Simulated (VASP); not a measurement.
VASP runs on NiPbF6 (space group R-3) share one base input (PBEsol GGA, plane waves, VASP's PBE PAW potentials (set 64)) and change the settings named in each case.

File POSCAR:
```
NiPbF6
1
    2.5818690000     1.4906430000     4.8073390000
   -2.5818690000     1.4906430000     4.8073390000
    0.0000000000    -2.9812860000     4.8073390000
Ni Pb F
1 1 6
Direct
  0.0000000000   0.0000000000   0.0000000000
  0.5000000000   0.5000000000   0.5000000000
  0.3932800000   0.0891200000   0.7611100000
  0.6067200000   0.9108800000   0.2388900000
  0.7611100000   0.3932800000   0.0891200000
  0.2388900000   0.6067200000   0.9108800000
  0.0891200000   0.7611100000   0.3932800000
  0.9108800000   0.2388900000   0.6067200000
```

INCAR:
```
PREC = Accurate
LMAXMIX = 4   # l cut-off of mixed one-centre charges
SIGMA = 0.02
EDIFF = 1E-6   # SCF stop (eV)
ISPIN = 2
LORBIT = 11   # lm-projected
SYSTEM = NiPbF6
ALGO = Normal   # blocked Davidson
GGA = PS
LREAL = .FALSE.   # projection in real space or not
LASPH = .TRUE.   # aspherical one-centre terms
ISIF = 2   # forces and stress, cell fixed
ISMEAR = -1   # Fermi-Dirac
LCHARG = .FALSE.
NELM = 100   # most electronic steps
LWAVE = .FALSE.
ENCUT = 400   # plane-wave cut-off (eV)
```

File KPOINTS:
```
Automatic mesh
0
Gamma
3 3 3
0 0 0
```

POTCAR, in this order: Ni Pb_d F (PBE.64 set). Program: vasp_std. The INCAR's line for the spin-polarised start is left out here.

```
change                                                                                                                         E(σ→0) (eV/atom)  pressure (GPa)  largest force (eV/Å)  −TS (eV)
-----------------------------------------------------------------------------------------------------------------------------  ----------------  --------------  --------------------  --------
base run                                                                                                                                -4.5394          -14.24                 0.371    0.0000
GGA removed, POTCAR Ni Pb_d F (LDA.64 set)                                                                                              -4.8561          -18.39                 0.578   -0.0002
GGA_COMPAT = .FALSE., ISPIN removed, LNONCOLLINEAR = .TRUE., LSORBIT = .TRUE., another spin-polarised start, program vasp_ncl           -4.5821          -14.36                 0.360    0.0000
KPOINTS 1×1×1 Γ-centred mesh                                                                                                            -4.4000          -11.61                 0.147   -0.0004
LDAU = .TRUE., LDAUJ = 0 0 0, LDAUL = 2 -1 -1, LDAUTYPE = 2, LDAUU = 8.0 0 0                                                            -4.3636          -15.83                 0.390    0.0000
```
 Energies of different potentials or functionals have different zeros.  The run has a spin-polarised start. Unless said otherwise, spin-orbit coupling is left out, though it shifts the bands of the heavy elements here. At 400 eV the pressure can carry a Pulay error.

Left out are runs that ran out of time, are held back, or changed the cell or the kind of run, fixed moments of cells without a moment, rows past the twelfth, gaps on odd meshes, pressures of charged cells and columns that move by less than the noise.

The structure comes from a computed database's NiPbF6 entry; how it stands against other phases isn't given here. The cell was not relaxed at this level, forces remain on its atoms, its lattice was scaled by up to 2.5 %.
